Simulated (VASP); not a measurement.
OSZICAR of a VASP run on SrTiO₃ (cubic perovskite):

**OSZICAR**
```
       N       E                     dE             d eps       ncg     rms          rms(c)
DAV:   1     0.488991784247E+03    0.48899E+03   -0.24693E+04   960   0.214E+03
DAV:   2    -0.545781882663E+01   -0.49445E+03   -0.48547E+03  1152   0.549E+02
DAV:   3    -0.518768450227E+02   -0.46419E+02   -0.46365E+02  1416   0.159E+02
DAV:   4    -0.537824254517E+02   -0.19056E+01   -0.19047E+01  1376   0.293E+01
DAV:   5    -0.538259768359E+02   -0.43551E-01   -0.43550E-01  1368   0.365E+00    0.309E+01
DAV:   6    -0.442045213996E+02    0.96215E+01   -0.61832E+01  1408   0.775E+01    0.198E+01
DAV:   7    -0.441791933498E+02    0.25328E-01   -0.73892E+00  1200   0.225E+01    0.124E+01
DAV:   8    -0.441884031915E+02   -0.92098E-02   -0.16184E+00  1288   0.146E+01    0.308E+00
DAV:   9    -0.441062133688E+02    0.82190E-01   -0.40381E-01  1200   0.725E+00    0.796E-01
DAV:  10    -0.441085745426E+02   -0.23612E-02   -0.99308E-02  1384   0.250E+00    0.619E-01
DAV:  11    -0.441047801752E+02    0.37944E-02   -0.48581E-02  1360   0.165E+00    0.231E-01
DAV:  12    -0.441042310892E+02    0.54909E-03   -0.37743E-03  1256   0.683E-01    0.538E-02
DAV:  13    -0.441042482621E+02   -0.17173E-04   -0.24847E-04  1264   0.112E-01    0.215E-02
DAV:  14    -0.441042492145E+02   -0.95241E-06   -0.15796E-05  1424   0.252E-02    0.707E-03
DAV:  15    -0.441042485515E+02    0.66298E-06   -0.28871E-06   896   0.183E-02
   1 F= -.37242115E+02 E0= -.37242115E+02  d E =-.372421E+02
       N       E                     dE             d eps       ncg     rms          rms(c)
DAV:   1    -0.459526881194E+02   -0.18484E+01   -0.78996E+01  1232   0.970E+01    0.192E+01
DAV:   2    -0.436629173197E+02    0.22898E+01   -0.81879E+00  1288   0.282E+01    0.612E+00
DAV:   3    -0.432382628738E+02    0.42465E+00   -0.21082E+00  1456   0.131E+01    0.159E+00
DAV:   4    -0.432639517773E+02   -0.25689E-01   -0.32196E-01  1360   0.446E+00    0.942E-01
DAV:   5    -0.432876676862E+02   -0.23716E-01   -0.53090E-02  1592   0.121E+00    0.856E-01
DAV:   6    -0.433049437248E+02   -0.17276E-01   -0.22873E-02  1224   0.107E+00    0.314E-01
DAV:   7    -0.433084389234E+02   -0.34952E-02   -0.15841E-02  1520   0.639E-01    0.118E-01
DAV:   8    -0.433088758077E+02   -0.43688E-03   -0.11820E-03  1184   0.253E-01    0.313E-02
DAV:   9    -0.433089024216E+02   -0.26614E-04   -0.31383E-04  1568   0.944E-02    0.732E-03
DAV:  10    -0.433089028113E+02   -0.38966E-06   -0.66452E-06  1096   0.176E-02
   2 F= -.37110393E+02 E0= -.37110393E+02  d E =0.131722E+00
       N       E                     dE             d eps       ncg     rms          rms(c)
DAV:   1    -0.449010470757E+02   -0.15921E+01   -0.30542E+01  1152   0.642E+01    0.108E+01
DAV:   2    -0.440595756394E+02    0.84147E+00   -0.34794E+00  1144   0.195E+01    0.416E+00
DAV:   3    -0.438940035187E+02    0.16557E+00   -0.10201E+00  1176   0.684E+00    0.193E+00
DAV:   4    -0.439030674837E+02   -0.90640E-02   -0.24296E-01  1320   0.280E+00    0.178E+00
DAV:   5    -0.439091846028E+02   -0.61171E-02   -0.23553E-02  1592   0.145E+00    0.125E+00
DAV:   6    -0.439172249683E+02   -0.80404E-02   -0.24679E-02  1288   0.954E-01    0.236E-01
DAV:   7    -0.439182838893E+02   -0.10589E-02   -0.38935E-03  1360   0.322E-01    0.134E-01
DAV:   8    -0.439185425535E+02   -0.25866E-03   -0.44720E-04  1200   0.192E-01    0.325E-02
DAV:   9    -0.439185823495E+02   -0.39796E-04   -0.29212E-04  1432   0.125E-01    0.244E-02
DAV:  10    -0.439185868033E+02   -0.44538E-05   -0.48412E-05  1112   0.554E-02    0.768E-03
DAV:  11    -0.439185861399E+02    0.66341E-06   -0.35769E-06   864   0.171E-02
   3 F= -.37308580E+02 E0= -.37308580E+02  d E =-.664653E-01
```

Which electronic solver shows in the log?

It is blocked Davidson (ALGO = Normal, or the opening steps of other solvers). The INCAR had ALGO = Normal.

Can the final energy be trusted as converged?

The run converged. It stopped with EDIFF = 1E-6, NELM = 100, NSW = 40 and EDIFFG = -0.02 after 3 ionic steps (LDA (Ceperley-Alder, Perdew-Zunger), plane waves, VASP's LDA PAW potentials (set 64)). Energy and stress use the plane-wave basis of the starting cell.

The compound is SrTiO3 in the cubic perovskite structure, the ideal cubic form; the compound distorts at low or room temperature. This run relaxes it under an external pressure of 20 GPa. Symmetry was kept, so distortions that lower it aren't found.
